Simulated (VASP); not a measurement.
# NaCaBr3 (Pm-3m) in VASP: further runs

Aim: see how the results for NaCaBr3 move with the level of theory and the settings. Levels: PBE, r2SCAN. Tasks: single point.

Everything below comes from runs of VASP 6.6.1. Logs are shortened: lines on timing, memory, paths and dates and some standing lists are left out, and cuts for length are marked.

**1. Starting point**

It takes space group Pm-3m (No. 221, cubic). Conventional cell: a = 5.641 Å, b = 5.641 Å, c = 5.641 Å, α = 90.00°, β = 90.00°, γ = 90.00°. Na (site symmetry m-3m) has 12 Br at 3.99 Å as nearest neighbours. Ca (site symmetry m-3m) is surrounded by 6 Br at 2.82 Å. Br (site symmetry 4/mmm) is surrounded by 2 Ca at 2.82 Å.

The cell was built by a generator and needn't be a form met in nature.

**2. Single point, PBE**

INCAR

```
ALGO     = Fast           # electronic algorithm
EDIFF    = 1E-6           # SCF threshold, eV
ENCUT    = 520            # plane-wave cutoff, eV
GGA      = PE             # functional
ISIF     = 2              # what is computed and relaxed
ISMEAR   = -1             # smearing method
LASPH    = T              # aspherical terms in the spheres
LCHARG   = F              # write CHGCAR
LREAL    = F              # projectors in reciprocal space
LWAVE    = F              # write WAVECAR
NBANDS   = 27             # bands
NELM     = 100            # most SCF steps
PREC     = Accurate       # precision mode
SIGMA    = 0.02           # smearing width, eV
```

KPOINTS

```
k-points
0
Gamma
  4 4 4
```

POSCAR

```
NaCaBr3
1.0
    5.6413113660      0.0000000000      0.0000000000
    0.0000000000      5.6413113660      0.0000000000
    0.0000000000      0.0000000000      5.6413113660
Na Ca Br
1 1 3
Direct
    0.0000000000      0.0000000000      0.0000000000
    0.5000000000      0.5000000000      0.5000000000
    0.5000000000      0.5000000000      0.0000000000
    0.5000000000      0.0000000000      0.5000000000
    0.0000000000      0.5000000000      0.5000000000
```

Potentials or basis: VASP PAW PBE potentials, release 64 (Na_pv, Ca_sv, Br).

Run with:

```console
$ cat potpaw_PBE.64/Na_pv/POTCAR potpaw_PBE.64/Ca_sv/POTCAR potpaw_PBE.64/Br/POTCAR > POTCAR
$ mpirun -np 1 vasp_std > vasp.out
```

OUTCAR:

```text
EDIFF = 1E-6
   ENCUT = 520
   GGA = PE
   ISIF = 2
   ISMEAR = -1
   LASPH = T
   LREAL = F
   NELM = 100
   PREC = Accurate

 ion  position               nearest neighbor table
   1  0.000  0.000  0.000-
   2  0.500  0.500  0.500-   3 2.82   4 2.82   5 2.82   3 2.82   4 2.82   5 2.82
   3  0.500  0.500  0.000-   2 2.82   2 2.82
   4  0.500  0.000  0.500-   2 2.82   2 2.82
   5  0.000  0.500  0.500-   2 2.82   2 2.82

  LATTYP: Found a simple cubic cell.
 ALAT       =     5.6413113660

  Lattice vectors:

 A1 = (   5.6413113660,   0.0000000000,   0.0000000000)
 A2 = (   0.0000000000,   5.6413113660,   0.0000000000)
 A3 = (   0.0000000000,   0.0000000000,   5.6413113660)

Analysis of symmetry for initial positions (statically):
=====================================================================
 Subroutine PRICEL returns:
 Original cell was already a primitive cell.

 Routine SETGRP: Setting up the symmetry group for a
 simple cubic supercell.

 Subroutine GETGRP returns: Found 48 space group operations
 (whereof 48 operations were pure point group operations)
 out of a pool of 48 trial point group operations.

The static configuration has the point symmetry O_h .

Analysis of symmetry for dynamics (positions and initial velocities):
=====================================================================
 Subroutine PRICEL returns:
 Original cell was already a primitive cell.

 Routine SETGRP: Setting up the symmetry group for a
 simple cubic supercell.

 Subroutine GETGRP returns: Found 48 space group operations
 (whereof 48 operations were pure point group operations)
 out of a pool of 48 trial point group operations.

The dynamic configuration has the point symmetry O_h .

 Subroutine INISYM returns: Found 48 space group operations
 (whereof 48 operations are pure point group operations),
 and found     1 'primitive' translations

----------------------------------------------------------------------------------------

                                     Primitive cell

  volume of cell :     179.5313

  direct lattice vectors                    reciprocal lattice vectors
     5.641311366  0.000000000  0.000000000     0.177263749  0.000000000  0.000000000
     0.000000000  5.641311366  0.000000000     0.000000000  0.177263749  0.000000000
     0.000000000  0.000000000  5.641311366     0.000000000  0.000000000  0.177263749

  length of vectors
     5.641311366  5.641311366  5.641311366     0.177263749  0.177263749  0.177263749

  position of ions in fractional coordinates (direct lattice)
     0.000000000  0.000000000  0.000000000
     0.500000000  0.500000000  0.500000000
     0.500000000  0.500000000  0.000000000
     0.500000000  0.000000000  0.500000000
     0.000000000  0.500000000  0.500000000

  ion indices of the primitive-cell ions
   primitive index   ion index
                 1           1
                 2           2
                 3           3
                 4           4
                 5           5

----------------------------------------------------------------------------------------

 KPOINTS: k-points

Automatic generation of k-mesh.
 Grid dimensions read from file:
 generate k-points for:    4    4    4

 Generating k-lattice:

  Cartesian coordinates                     Fractional coordinates (reciprocal lattice)
     0.044315937  0.000000000  0.000000000     0.250000000  0.000000000  0.000000000
     0.000000000  0.044315937  0.000000000     0.000000000  0.250000000  0.000000000
     0.000000000  0.000000000  0.044315937     0.000000000  0.000000000  0.250000000

  Length of vectors
     0.044315937  0.044315937  0.044315937

  Shift w.r.t. Gamma in fractional coordinates (k-lattice)
     0.000000000  0.000000000  0.000000000

 Subroutine IBZKPT returns following result:
 ===========================================

 Found     10 irreducible k-points:

 Following reciprocal coordinates:
            Coordinates               Weight
  0.000000  0.000000  0.000000      1.000000
  0.250000  0.000000  0.000000      6.000000
  0.500000  0.000000  0.000000      3.000000
  0.250000  0.250000  0.000000     12.000000
  0.500000  0.250000  0.000000     12.000000
  0.500000  0.500000  0.000000      3.000000
  0.250000  0.250000  0.250000      8.000000
  0.500000  0.250000  0.250000     12.000000
  0.500000  0.500000  0.250000      6.000000
  0.500000  0.500000  0.500000      1.000000
   k-points           NKPTS =     10   k-points in BZ     NKDIM =     10   number of bands    NBANDS=     27
   number of dos      NEDOS =    301   number of ions     NIONS =      5
   total plane-waves  NPLWV =  74088
   dimension x,y,z NGX =    42 NGY =   42 NGZ =   42
   dimension x,y,z NGXF=    84 NGYF=   84 NGZF=   84
   ions per type =               1   1   3
   NGX,Y,Z   is equivalent  to a cutoff of  12.38, 12.38, 12.38 a.u.
   NGXF,Y,Z  is equivalent  to a cutoff of  24.75, 24.75, 24.75 a.u.
 SYSTEM =  unknown system
   PREC   = accura    normal or accurate (medium, high low for compatibility)
   ISTART =      0    job   : 0-new  1-cont  2-samecut
   ICHARG =      2    charge: 1-file 2-atom 10-const
   ISPIN  =      1    spin polarized calculation?
   LNONCOLLINEAR =      F non collinear calculations
   LSORBIT =      F    spin-orbit coupling
   LASPH  =      T    aspherical Exc in radial PAW
   ENCUT  =  520.0 eV  38.22 Ry    6.18 a.u.  10.49 10.49 10.49*2*pi/ulx,y,z
   NELM   =    100;   NELMIN=  2; NELMDL= -5     # of ELM steps
   EDIFF  = 0.1E-05   stopping-criterion for ELM
   LREAL  =      F    real-space projection
   EDIFFG = 0.1E-04   stopping-criterion for IOM
   NSW    =      0    number of steps for IOM
   IBRION =     -1    ionic relax: 0-MD 1-quasi-New 2-CG
   NFREE  =      0    steps in history (QN), initial steepest desc. (CG)
   ISIF   =      2    stress and relaxation
   ISYM   =      2    0-nonsym 1-usesym 2-fastsym
   POTIM  = 0.5000    time-step for ionic-motion
   TEBEG  =    0.0;   TEEND  =   0.0 temperature during run
   PSTRESS=    0.0 pullay stress
   NELECT =      38.0000    total number of electrons
   NUPDOWN=      -1.0000    fix difference up-down
   EMIN   =  10.00;   EMAX   =-10.00  energy-range for DOS
   EFERMI =   0.00;   METHOD = LEGACY
   ISMEAR =    -1;   SIGMA  =   0.02  broadening in eV -4-tet -1-fermi 0-gaus
   EFERMI_NEDOS =   21; number of points for ismear=-14 and -15
   IALGO  =     68    algorithm
   IMIX   =      4    mixing-type and parameters
     AMIX     =   0.40;   BMIX     =  1.00
     AMIX_MAG =   1.60;   BMIX_MAG =  1.00
  volume/ion in A,a.u.               =      35.91       242.31
  Fermi-wavevector in a.u.,A,eV,Ry     =   0.975639  1.843691 12.951006  0.951872
  Thomas-Fermi vector in A             =   2.106195
   LORBIT       =      0    0 simple, 1 ext, 2 COOP (PROOUT), +10 PAW based schemes
   GGA     = PE    functional components
   LHFCALC =     F    Hartree Fock is set to
   AEXX    =    0.0000 exact exchange contribution
   IVDW    =     0    specifies the selected vdW correction
   LEPSILON=     F    determine dielectric tensor
   LRPA    =     F    only Hartree local field effects (RPA)
 non-spin polarized calculation
 RMM-DIIS sequential band-by-band and
  energy-cutoff  :      520.00
  volume of cell :      179.53
 maximum number of plane-waves:      4945
 NGX is ok and might be reduce to    42
   NGX = 21   NGY = 21   NGZ = 21

 number of electron      37.9999960 magnetization

 Free energy of the ion-electron system (eV)
  ---------------------------------------------------
  ext. energy  EPLUGINS =         0.00000000
  ---------------------------------------------------
  free energy    TOTEN  =       -16.65143167 eV

  energy without entropy =      -16.65143167  energy(sigma->0) =      -16.65143167

 E-fermi :  -0.3716     XC(G=0):  -7.1781

 val. band max:       -0.9474528494   @ k =   0.5000   0.5000   0.5000
 cond. band min:       2.1243059169   @ k =   0.0000   0.0000   0.0000
 fundamental gap:      3.0717587663
 Fermi energy:        -0.3716167952

 k-point     1 :       0.0000    0.0000    0.0000
  band No.  band energies     occupation
      1     -39.8258      2.00000
      2     -24.7529      2.00000
      3     -24.7529      2.00000
      4     -24.7529      2.00000
      5     -20.8790      2.00000
      6     -20.8790      2.00000
[... 19 lines left out ...]
     26       5.3724      0.00000
     27       6.1403      0.00000

 k-point     2 :       0.2500    0.0000    0.0000
  band No.  band energies     occupation
      1     -39.8257      2.00000
      2     -24.7529      2.00000
      3     -24.7529      2.00000
      4     -24.7529      2.00000
      5     -20.8901      2.00000
      6     -20.8788      2.00000
[... 19 lines left out ...]
     26       5.6558      0.00000
     27       6.5182      0.00000

 k-point     3 :       0.5000    0.0000    0.0000
  band No.  band energies     occupation
      1     -39.8257      2.00000
      2     -24.7530      2.00000
      3     -24.7529      2.00000
      4     -24.7529      2.00000
      5     -20.9011      2.00000
      6     -20.8786      2.00000
[... 19 lines left out ...]
     26       5.4273      0.00000
     27       6.9180      0.00000

 k-point     4 :       0.2500    0.2500    0.0000
  band No.  band energies     occupation
      1     -39.8257      2.00000
      2     -24.7529      2.00000
      3     -24.7529      2.00000
      4     -24.7529      2.00000
      5     -20.8900      2.00000
      6     -20.8899      2.00000
[... 19 lines left out ...]
     26       5.8604      0.00000
     27       6.0980      0.00000
[... 96 lines left out ...]
      4     -24.7529      2.00000
      5     -20.9008      2.00000
      6     -20.8897      2.00000
[... 19 lines left out ...]
     26       6.0245      0.00000
     27       6.4373      0.00000

 k-point     9 :       0.5000    0.5000    0.2500
  band No.  band energies     occupation
      1     -39.8256      2.00000
      2     -24.7530      2.00000
      3     -24.7530      2.00000
      4     -24.7529      2.00000
      5     -20.9006      2.00000
      6     -20.9006      2.00000
[... 19 lines left out ...]
     26       6.0476      0.00000
     27       7.1187      0.00000

 k-point    10 :       0.5000    0.5000    0.5000
  band No.  band energies     occupation
      1     -39.8255      2.00000
      2     -24.7530      2.00000
      3     -24.7530      2.00000
      4     -24.7530      2.00000
      5     -20.9005      2.00000
      6     -20.9005      2.00000
[... 19 lines left out ...]
     26       6.0225      0.00000
     27       7.4873      0.00000

------------------------ aborting loop because EDIFF is reached ----------------------------------------

  FORCE on cell =-STRESS in cart. coord.  units (eV):
  Direction    XX          YY          ZZ          XY          YZ          ZX
  --------------------------------------------------------------------------------------
  -------------------------------------------------------------------------------------
  Total        0.5316194      0.5316194      0.5316194     -0.0000000      0.0000000     -0.0000000
  in kB        4.7442892      4.7442892      4.7442892     -0.0000000      0.0000000     -0.0000000
  external PRESSURE =       4.7442892 kB  Pullay stress =       0.0000000 kB

 VOLUME and BASIS-vectors are now :
 -----------------------------------------------------------------------------
  energy-cutoff  :      520.00
  volume of cell :      179.53
      direct lattice vectors                 reciprocal lattice vectors
     5.641311366  0.000000000  0.000000000     0.177263749  0.000000000  0.000000000
     0.000000000  5.641311366  0.000000000     0.000000000  0.177263749  0.000000000
     0.000000000  0.000000000  5.641311366     0.000000000  0.000000000  0.177263749

 POSITION                                       TOTAL-FORCE (eV/Angst)
 -----------------------------------------------------------------------------------
      0.00000      0.00000      0.00000         0.000000      0.000000      0.000000
      2.82066      2.82066      2.82066         0.000000      0.000000      0.000000
      2.82066      2.82066      0.00000         0.000000      0.000000      0.000000
      2.82066      0.00000      2.82066         0.000000      0.000000      0.000000
      0.00000      2.82066      2.82066         0.000000      0.000000      0.000000
 -----------------------------------------------------------------------------------
    total drift:                                0.000000     -0.000000     -0.000000

  FREE ENERGIE OF THE ION-ELECTRON SYSTEM (eV)
  ---------------------------------------------------
  free  energy   TOTEN  =       -16.6514316748 eV

  energy  without entropy=      -16.6514316748  energy(sigma->0) =      -16.65143167
```

It took 66 s on 1 thread of Intel Xeon Platinum 8375C at 2.90GHz (Ice Lake), shared host; peak memory 0.27 GiB.

Results:

- Free energy: -16.6514 eV
- Pressure: 0.5 GPa
- Band gap on the k mesh: 3.07 eV, indirect (least direct gap 3.40 eV)

Levels at points of the mesh, in eV from the valence-band top:
| k point | band 16 | band 17 | band 18 | band 19 | band 20 | band 21 | band 22 | band 23 |
| --- | --- | --- | --- | --- | --- | --- | --- | --- |
| (0.00, 0.00, 0.00) | -0.59 | -0.33 | -0.33 | -0.33 | 3.07 | 4.86 | 4.86 | 4.86 |
| (0.50, 0.00, 0.00) | -0.98 | -0.73 | -0.41 | -0.41 | 4.62 | 4.95 | 5.27 | 5.89 |
| (0.50, 0.50, 0.00) | -0.99 | -0.96 | -0.96 | -0.01 | 4.82 | 5.98 | 5.98 | 6.12 |
| (0.50, 0.50, 0.50) | -1.45 | 0.00 | 0.00 | 0.00 | 3.89 | 6.63 | 6.63 | 6.63 |

A k mesh can miss the band edges. Expect the measured gap to be larger: semilocal functionals such as PBE lack the derivative discontinuity.

**3. Single point, r2SCAN (shear_xy strain +5.0%)**

POSCAR, as its differences from that of step 2:

```diff
@@ -2,4 +2,4 @@
 1.0
-    5.6413113660      0.0000000000      0.0000000000
-    0.0000000000      5.6413113660      0.0000000000
+    5.6413113660      0.1410327841      0.0000000000
+    0.1410327841      5.6413113660      0.0000000000
     0.0000000000      0.0000000000      5.6413113660
```

INCAR.step1

```
PREC     = Accurate       # precision mode
ENCUT    = 520            # plane-wave cutoff, eV
ISMEAR   = 0              # smearing method
SIGMA    = 0.01           # smearing width, eV
LREAL    = F              # projectors in reciprocal space
LASPH    = T              # aspherical terms in the spheres
NELM     = 100            # most SCF steps
NBANDS   = 27             # bands
GGA      = PE             # functional
ALGO     = Normal         # electronic algorithm
EDIFF    = 1E-4           # SCF threshold, eV
LWAVE    = T              # write WAVECAR
LCHARG   = F              # write CHGCAR
```

INCAR.step2

```
PREC     = Accurate       # precision mode
ENCUT    = 520            # plane-wave cutoff, eV
EDIFF    = 1E-7           # SCF threshold, eV
ISMEAR   = 0              # smearing method
SIGMA    = 0.01           # smearing width, eV
LREAL    = F              # projectors in reciprocal space
LASPH    = T              # aspherical terms in the spheres
NELM     = 100            # most SCF steps
ALGO     = Normal         # electronic algorithm
ISIF     = 2              # what is computed and relaxed
LWAVE    = F              # write WAVECAR
LCHARG   = F              # write CHGCAR
METAGGA  = R2SCAN         # meta-GGA
LMIXTAU  = T            
NBANDS   = 27             # bands
ISTART   = 1
```

KPOINTS

```
Automatic mesh
0
Gamma
  4 4 4
```

Potentials or basis: VASP PAW PBE potentials, release 64 (Na_pv, Ca_sv, Br).

Run with:

```console
$ cat potpaw_PBE.64/Na_pv/POTCAR potpaw_PBE.64/Ca_sv/POTCAR potpaw_PBE.64/Br/POTCAR > POTCAR
$ cp INCAR.step1 INCAR
$ mpirun -np 1 vasp_std > vasp.out
$ cp INCAR.step2 INCAR
$ mpirun -np 1 vasp_std > vasp.out
```

Wall time 5.7 min (1 thread of Intel Xeon Platinum 8375C at 2.90GHz (Ice Lake), shared host); peak memory 0.34 GiB.

The run converged. Its results:

```yaml
Free_energy: -59.9685 eV
Pressure: 0.1 GPa
Band_gap_on_the_k_mesh: 3.76 eV, indirect (least direct gap 4.02 eV)
```

Stress tensor (GPa, compression positive):
```
 0.08 -0.28  0.00
-0.28  0.08  0.00
 0.00  0.00  0.09
```

Levels at points of the mesh, in eV from the valence-band top:
| k point | band 17 | band 18 | band 19 | band 20 | band 21 | band 22 |
| --- | --- | --- | --- | --- | --- | --- |
| (0.00, 0.00, 0.00) | -0.42 | -0.37 | -0.26 | 3.76 | 5.41 | 5.43 |
| (0.50, 0.00, 0.00) | -0.77 | -0.46 | -0.46 | 5.40 | 5.51 | 5.88 |
| (0.50, 0.50, 0.00) | -1.00 | -0.95 | -0.01 | 5.66 | 6.54 | 6.62 |
| (0.00, 0.00, 0.50) | -0.76 | -0.60 | -0.29 | 5.40 | 5.44 | 5.97 |
| (0.50, 0.00, 0.50) | -1.01 | -0.99 | -0.04 | 5.67 | 6.56 | 6.59 |
| (0.50, 0.50, 0.50) | -0.04 | -0.02 | 0.00 | 4.64 | 7.24 | 7.25 |

Caveat: the PAW data sets were made with another functional, which shifts forces and pressure a little.

**4. Single point, PBE (shear_xy strain +5.0%)**

INCAR

```
  ALGO = Normal
  EDIFF = 1E-6
  ENCUT = 520
  GGA = PE
  ISIF = 2
  ISMEAR = -1
  LASPH = True
  LCHARG = False
  LREAL = False
  LWAVE = False
  NBANDS = 27
  NELM = 100
  PREC = Accurate
  SIGMA = 0.02
```

KPOINTS

```
k-points
0
Gamma
  4 4 4
```

POSCAR is that of step 3.

Run with:

```console
$ cat potpaw_PBE.64/Na_pv/POTCAR potpaw_PBE.64/Ca_sv/POTCAR potpaw_PBE.64/Br/POTCAR > POTCAR
$ mpirun -np 1 vasp_std > vasp.out
```

It took 72 s on 1 thread of Intel Xeon Platinum 8375C at 2.90GHz (Ice Lake), shared host; peak memory 0.3 GiB.

It converged, with:

```yaml
Free_energy: -16.6443 eV
Pressure: 0.5 GPa
Band_gap_on_the_k_mesh: 3.04 eV, indirect (least direct gap 3.29 eV)
```

Stress tensor (GPa, compression positive):
```
 0.48 -0.25  0.00
-0.25  0.48  0.00
 0.00  0.00  0.48
```

Levels at points of the mesh, in eV from the valence-band top:
| k point | band 16 | band 17 | band 18 | band 19 | band 20 | band 21 | band 22 | band 23 |
| --- | --- | --- | --- | --- | --- | --- | --- | --- |
| (0.00, 0.00, 0.00) | -0.58 | -0.40 | -0.36 | -0.25 | 3.04 | 4.82 | 4.84 | 4.84 |
| (0.50, 0.00, 0.00) | -1.01 | -0.76 | -0.44 | -0.44 | 4.59 | 4.91 | 5.23 | 5.86 |
| (0.50, 0.50, 0.00) | -1.03 | -0.99 | -0.94 | -0.01 | 4.79 | 5.91 | 5.99 | 6.09 |
| (0.00, 0.00, 0.50) | -0.98 | -0.75 | -0.58 | -0.28 | 4.59 | 4.85 | 5.32 | 5.86 |
| (0.50, 0.00, 0.50) | -1.01 | -1.00 | -0.98 | -0.04 | 4.80 | 5.92 | 5.95 | 6.10 |
| (0.50, 0.50, 0.50) | -1.48 | -0.04 | -0.02 | 0.00 | 3.86 | 6.58 | 6.59 | 6.61 |

A k mesh can miss the band edges.

**5. Summary**

```tsv
level	cell	smearing	gap on the mesh (eV)	pressure (GPa)
PBE	as given	fermi-dirac 0.02 eV	3.07	0.5
r2SCAN	shear_xy strain +5.0%	gaussian 0.01 eV	3.76	0.1
PBE	shear_xy strain +5.0%	fermi-dirac 0.02 eV	3.04	0.5
```

Alike in all rows: task single point; potentials or basis VASP PAW PBE potentials, release 64 (Na_pv, Ca_sv, Br); no spin polarisation; k mesh 4 × 4 × 4; cutoff (eV) 520.

Caveats: the PAW data sets were made with another functional, which shifts forces and pressure a little (some runs).

Total energies depend on the potentials used, so only differences within one code and one set of settings carry meaning.
